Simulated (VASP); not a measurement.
An input for Quantum ESPRESSO's pw.x (written as the equivalent of a VASP run, and not itself run):

```
&CONTROL
  calculation = 'vc-relax'
  pseudo_dir = './pseudo'
  outdir = './out'
  tprnfor = .true.
  tstress = .true.
  nstep = 60
  forc_conv_thr = 0.00078
/
&SYSTEM
  ibrav = 0
  nat = 8
  ntyp = 3
  ecutwfc = 102
  occupations = 'smearing'
  smearing = 'gaussian'
  degauss = 0.003675
  input_dft = 'pbesol'
/
&ELECTRONS
  conv_thr = 7.3e-08
  electron_maxstep = 100
/
&IONS
/
&CELL
/
ATOMIC_SPECIES
  Cd 112.414 Cd.upf
  Se 78.971 Se.upf
  Be 9.012 Be.upf
CELL_PARAMETERS angstrom
    -0.0017457    5.8349639    5.8677184
     5.8349639   -0.0017457    5.8677184
     2.9166091    2.9166091    0.0000000
ATOMIC_POSITIONS crystal
  Cd   0.9954642  0.9954642  0.0090716
  Cd   0.9942878  0.5074174  0.9982948
  Cd   0.5074174  0.9942878  0.9982948
  Se   0.1252322  0.1252322  0.2495357
  Se   0.1647492  0.6116817  0.2235692
  Se   0.6116817  0.1647492  0.2235692
  Se   0.6027103  0.6027103  0.2945793
  Be   0.4984572  0.4984572  0.0030855
K_POINTS automatic
  3 3 6 0 0 0
```

### Question
Translate this input to VASP (INCAR, KPOINTS, POSCAR, choice of POTCAR).

### Answer
This is not unique; one that fits is 
File POSCAR:
```
BeCd3Se4
1
   -0.0017456664     5.8349639482     5.8677184352
    5.8349639482    -0.0017456664     5.8677184352
    2.9166091409     2.9166091409     0.0000000000
Cd Se Be
3 4 1
Direct
  0.9954641961   0.9954641961   0.0090716078
  0.9942878386   0.5074173738   0.9982947875
  0.5074173738   0.9942878386   0.9982947875
  0.1252321644   0.1252321644   0.2495356712
  0.1647491536   0.6116816900   0.2235691564
  0.6116816900   0.1647491536   0.2235691564
  0.6027103346   0.6027103346   0.2945793308
  0.4984572489   0.4984572489   0.0030855023
```

### KPOINTS
```
Automatic mesh
0
Gamma
3 3 6
0 0 0
```

**INCAR**
```
# general
SYSTEM  = BeCd3Se4
PREC    = Accurate
ENCUT   = 400
LREAL   = .False.
LASPH   = .True.

# electronic loop
EDIFF   = 1E-6
NELM    = 100
ALGO    = Normal
LMAXMIX = 4

# smearing
ISMEAR  = 0
SIGMA   = 0.05

# functional
GGA     = PS

# ions
IBRION  = 2
NSW     = 60
ISIF    = 3
EDIFFG  = -0.02

# output
LWAVE   = .False.
LCHARG  = .False.
```

POTCAR, in this order: Cd Se Be (PBE.64 set). Program: vasp_std.

What does not carry over: the potentials are each code's own (VASP's PAW set, PseudoDojo norm-conserving files in pw.x), so ENCUT and ecutwfc are chosen apart and not converted; conv_thr bounds pw.x's estimated SCF error, while EDIFF bounds the energy change between steps; forc_conv_thr acts on force components and is met together with etot_conv_thr.

The structure was generated: BeCd3Se4 was put into an ordered model structure (Amm2), which need not be its known phase. This run relaxes it. Symmetry was kept, so distortions that lower it aren't found. The start is the result of an earlier pass.
